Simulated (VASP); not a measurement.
Wanted: the native input for a VASP 6.6.1 run.

* Task: band structure
* Functional: TB-mBJ
* Potentials or basis: VASP PAW PBE potentials, release 64 (Sr_sv, Ti_sv, O)
* Cutoff: 520 eV
* k mesh: 6 × 6 × 6
* Occupations: gaussian, width 0.03 eV
* Spin: spin-orbit coupling, no magnetisation
* Further INCAR settings: ALGO = Normal; EDIFF = 1e-07; NBANDS = 57

Crystal: SrTiO3.

```
Sr Ti O
1.0
     3.94020    0.00000    0.00000
     0.00000    3.94020    0.00000
     0.00000    0.00000    3.94020
Sr Ti O
1 1 3
Direct
  0.50000 0.50000 0.50000
  0.00000 0.00000 0.00000
  0.50000 0.00000 0.00000
  0.00000 0.50000 0.00000
  0.00000 0.00000 0.50000
```

The input as run:

POSCAR

```
SrTiO3                                  
1.0
    3.9402048293      0.0000000000      0.0000000000
    0.0000000000      3.9402048293      0.0000000000
    0.0000000000      0.0000000000      3.9402048293
  Sr              Ti              O             
     1     1     3
Direct
     0.5000000000000000    0.5000000000000000    0.5000000000000000
     0.0000000000000000    0.0000000000000000    0.0000000000000000
     0.5000000000000000    0.0000000000000000    0.0000000000000000
     0.0000000000000000    0.5000000000000000    0.0000000000000000
     0.0000000000000000    0.0000000000000000    0.5000000000000000
```

INCAR.step1

```
SYSTEM = SrTiO3
PREC = Accurate ; ENCUT = 520
EDIFF = 1E-5 ; ISMEAR = 0
SIGMA = 0.03 ; LREAL = .FALSE.
LASPH = .TRUE. ; NELM = 80
ALGO = Normal ; ISIF = 2
LWAVE = .TRUE. ; LCHARG = .FALSE.
LNONCOLLINEAR = .TRUE. ; MAGMOM = 0 0 0 0 0 0 0 0 0 0 0 0 0 0 0
LORBIT = 11 ; LSORBIT = .TRUE.
GGA_COMPAT = .FALSE. ; LMAXMIX = 4
NBANDS = 57 ; GGA = PE
```

INCAR.step2

```
SYSTEM = SrTiO3
PREC = Accurate ; ENCUT = 520
EDIFF = 1E-7 ; ISMEAR = 0
SIGMA = 0.03 ; LREAL = .FALSE.
LASPH = .TRUE. ; NELM = 80
ALGO = Normal ; ISIF = 2
LWAVE = .FALSE. ; LCHARG = .FALSE.
LNONCOLLINEAR = .TRUE. ; MAGMOM = 0 0 0 0 0 0 0 0 0 0 0 0 0 0 0
LORBIT = 11 ; LSORBIT = .TRUE.
GGA_COMPAT = .FALSE. ; LMAXMIX = 4
METAGGA = MBJ ; NBANDS = 57
ISTART = 1
```

KPOINTS

```
Automatic mesh
0
G
  6 6 6
  0 0 0
```

KPOINTS_OPT

```
explicit points
124
Reciprocal
 0.0000000000  0.0000000000  0.0000000000 1
 0.0000000000  0.0263157895  0.0000000000 1
 0.0000000000  0.0526315789  0.0000000000 1
 0.0000000000  0.0789473684  0.0000000000 1
 0.0000000000  0.1052631579  0.0000000000 1
 0.0000000000  0.1315789474  0.0000000000 1
 0.0000000000  0.1578947368  0.0000000000 1
 0.0000000000  0.1842105263  0.0000000000 1
 0.0000000000  0.2105263158  0.0000000000 1
 0.0000000000  0.2368421053  0.0000000000 1
 0.0000000000  0.2631578947  0.0000000000 1
 0.0000000000  0.2894736842  0.0000000000 1
 0.0000000000  0.3157894737  0.0000000000 1
 0.0000000000  0.3421052632  0.0000000000 1
 0.0000000000  0.3684210526  0.0000000000 1
 0.0000000000  0.3947368421  0.0000000000 1
 0.0000000000  0.4210526316  0.0000000000 1
 0.0000000000  0.4473684211  0.0000000000 1
 0.0000000000  0.4736842105  0.0000000000 1
 0.0000000000  0.5000000000  0.0000000000 1
 0.0000000000  0.5000000000  0.0000000000 1
 0.0263157895  0.5000000000  0.0000000000 1
 0.0526315789  0.5000000000  0.0000000000 1
 0.0789473684  0.5000000000  0.0000000000 1
 0.1052631579  0.5000000000  0.0000000000 1
 0.1315789474  0.5000000000  0.0000000000 1
 0.1578947368  0.5000000000  0.0000000000 1
 0.1842105263  0.5000000000  0.0000000000 1
 0.2105263158  0.5000000000  0.0000000000 1
 0.2368421053  0.5000000000  0.0000000000 1
 0.2631578947  0.5000000000  0.0000000000 1
 0.2894736842  0.5000000000  0.0000000000 1
 0.3157894737  0.5000000000  0.0000000000 1
 0.3421052632  0.5000000000  0.0000000000 1
 0.3684210526  0.5000000000  0.0000000000 1
 0.3947368421  0.5000000000  0.0000000000 1
 0.4210526316  0.5000000000  0.0000000000 1
 0.4473684211  0.5000000000  0.0000000000 1
 0.4736842105  0.5000000000  0.0000000000 1
 0.5000000000  0.5000000000  0.0000000000 1
 0.5000000000  0.5000000000  0.0000000000 1
 0.4736842105  0.4736842105  0.0000000000 1
 0.4473684211  0.4473684211  0.0000000000 1
 0.4210526316  0.4210526316  0.0000000000 1
 0.3947368421  0.3947368421  0.0000000000 1
 0.3684210526  0.3684210526  0.0000000000 1
 0.3421052632  0.3421052632  0.0000000000 1
 0.3157894737  0.3157894737  0.0000000000 1
 0.2894736842  0.2894736842  0.0000000000 1
 0.2631578947  0.2631578947  0.0000000000 1
 0.2368421053  0.2368421053  0.0000000000 1
 0.2105263158  0.2105263158  0.0000000000 1
 0.1842105263  0.1842105263  0.0000000000 1
 0.1578947368  0.1578947368  0.0000000000 1
 0.1315789474  0.1315789474  0.0000000000 1
 0.1052631579  0.1052631579  0.0000000000 1
 0.0789473684  0.0789473684  0.0000000000 1
 0.0526315789  0.0526315789  0.0000000000 1
 0.0263157895  0.0263157895  0.0000000000 1
 0.0000000000  0.0000000000  0.0000000000 1
 0.0000000000  0.0000000000  0.0000000000 1
 0.0263157895  0.0263157895  0.0263157895 1
 0.0526315789  0.0526315789  0.0526315789 1
 0.0789473684  0.0789473684  0.0789473684 1
 0.1052631579  0.1052631579  0.1052631579 1
 0.1315789474  0.1315789474  0.1315789474 1
 0.1578947368  0.1578947368  0.1578947368 1
 0.1842105263  0.1842105263  0.1842105263 1
 0.2105263158  0.2105263158  0.2105263158 1
 0.2368421053  0.2368421053  0.2368421053 1
 0.2631578947  0.2631578947  0.2631578947 1
 0.2894736842  0.2894736842  0.2894736842 1
 0.3157894737  0.3157894737  0.3157894737 1
 0.3421052632  0.3421052632  0.3421052632 1
 0.3684210526  0.3684210526  0.3684210526 1
 0.3947368421  0.3947368421  0.3947368421 1
 0.4210526316  0.4210526316  0.4210526316 1
 0.4473684211  0.4473684211  0.4473684211 1
 0.4736842105  0.4736842105  0.4736842105 1
 0.5000000000  0.5000000000  0.5000000000 1
 0.5000000000  0.5000000000  0.5000000000 1
 0.4736842105  0.5000000000  0.4736842105 1
 0.4473684211  0.5000000000  0.4473684211 1
 0.4210526316  0.5000000000  0.4210526316 1
 0.3947368421  0.5000000000  0.3947368421 1
 0.3684210526  0.5000000000  0.3684210526 1
 0.3421052632  0.5000000000  0.3421052632 1
 0.3157894737  0.5000000000  0.3157894737 1
 0.2894736842  0.5000000000  0.2894736842 1
 0.2631578947  0.5000000000  0.2631578947 1
 0.2368421053  0.5000000000  0.2368421053 1
 0.2105263158  0.5000000000  0.2105263158 1
 0.1842105263  0.5000000000  0.1842105263 1
 0.1578947368  0.5000000000  0.1578947368 1
 0.1315789474  0.5000000000  0.1315789474 1
 0.1052631579  0.5000000000  0.1052631579 1
 0.0789473684  0.5000000000  0.0789473684 1
 0.0526315789  0.5000000000  0.0526315789 1
 0.0263157895  0.5000000000  0.0263157895 1
 0.0000000000  0.5000000000  0.0000000000 1
 0.5000000000  0.5000000000  0.0000000000 1
 0.5000000000  0.5000000000  0.0263157895 1
 0.5000000000  0.5000000000  0.0526315789 1
 0.5000000000  0.5000000000  0.0789473684 1
 0.5000000000  0.5000000000  0.1052631579 1
 0.5000000000  0.5000000000  0.1315789474 1
 0.5000000000  0.5000000000  0.1578947368 1
 0.5000000000  0.5000000000  0.1842105263 1
 0.5000000000  0.5000000000  0.2105263158 1
 0.5000000000  0.5000000000  0.2368421053 1
 0.5000000000  0.5000000000  0.2631578947 1
 0.5000000000  0.5000000000  0.2894736842 1
 0.5000000000  0.5000000000  0.3157894737 1
 0.5000000000  0.5000000000  0.3421052632 1
 0.5000000000  0.5000000000  0.3684210526 1
 0.5000000000  0.5000000000  0.3947368421 1
 0.5000000000  0.5000000000  0.4210526316 1
 0.5000000000  0.5000000000  0.4473684211 1
 0.5000000000  0.5000000000  0.4736842105 1
 0.5000000000  0.5000000000  0.5000000000 1
 0.0000000000  0.0000000000  0.0000000000 1
 0.5000000000  0.5000000000  0.0000000000 1
 0.5000000000  0.5000000000  0.5000000000 1
 0.0000000000  0.5000000000  0.0000000000 1
```

Potentials or basis: VASP PAW PBE potentials, release 64 (Sr_sv, Ti_sv, O).

Launch:

```console
$ cat potpaw_PBE.64/Sr_sv/POTCAR potpaw_PBE.64/Ti_sv/POTCAR potpaw_PBE.64/O/POTCAR > POTCAR
$ cp INCAR.step1 INCAR
$ mpirun -np 1 vasp_ncl > vasp.out
$ cp INCAR.step2 INCAR
$ mpirun -np 1 vasp_ncl > vasp.out
```

Results of the run:

| Quantity | Value |
| --- | --- |
| Valence electrons inside the program's atomic spheres | Sr 8.79; Ti 10.06; O 5.26 |

It took 22 min on 1 thread of Intel(R) Xeon(R) Platinum 8375C CPU @ 2.90GHz (Ice Lake), with other jobs on the host, peak memory 0.44 GiB.
